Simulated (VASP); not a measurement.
All values below come from PBE GGA, VASP's PBE PAW potentials (set 64) (plane waves; VASP 6.6.1).

The input files of a VASP run:

POSCAR:
```
BaF2
1
    3.2851600000     0.0000000000     0.0000000000
   -1.6425800000     2.8450320000     0.0000000000
    0.0000000000     0.0000000000    17.1306070000
Ba F
1 2
Direct
  0.6473470000   0.3076410000   0.5017760000
  0.3322600000   0.6886470000   0.4088050000
  0.3537260000   0.6703790000   0.5894190000
```

KPOINTS:
```
Automatic mesh
0
Gamma
9 9 1
0 0 0
```

**INCAR**
```
SYSTEM=BaF2
PREC=Accurate; ENCUT=400; LREAL=F
LASPH=T
EDIFF=1E-6; NELM=100; ALGO=Normal
LMAXMIX=4
ISMEAR=0; SIGMA=0.1
GGA=PE
ISIF=2
LWAVE=F; LCHARG=F
```

POTCAR, in this order: Ba_sv F (PBE.64 set). Program: vasp_std.

The cell holds a wide vacuum, so values per volume refer to the whole cell.

### Question
Predict the energy per atom (σ→0), largest force.

### Answer

```yaml
energy per atom (σ→0): -4.636 eV/atom
largest_force: 0.05257 Ry/bohr
```

### OSZICAR
```
...
DAV:  15    -0.139088769102E+02   -0.30423E-03   -0.50015E-05  1944   0.627E-02    0.687E-03
DAV:  16    -0.139091688786E+02   -0.29197E-03   -0.28370E-05  1904   0.275E-02    0.456E-03
DAV:  17    -0.139093135409E+02   -0.14466E-03   -0.14430E-05  1976   0.189E-02    0.296E-03
DAV:  18    -0.139093669018E+02   -0.53361E-04   -0.18082E-06  1720   0.773E-03    0.590E-04
DAV:  19    -0.139093756746E+02   -0.87727E-05   -0.34888E-07  1608   0.328E-03    0.633E-04
DAV:  20    -0.139093805089E+02   -0.48343E-05   -0.16443E-07  1448   0.265E-03    0.137E-04
DAV:  21    -0.139093812024E+02   -0.69351E-06   -0.19256E-08  1608   0.788E-04
   1 F= -.13909381E+02 E0= -.13909381E+02  d E =-.192646E-11
```

The cell is a sheet with vacuum, built from a generated structure.
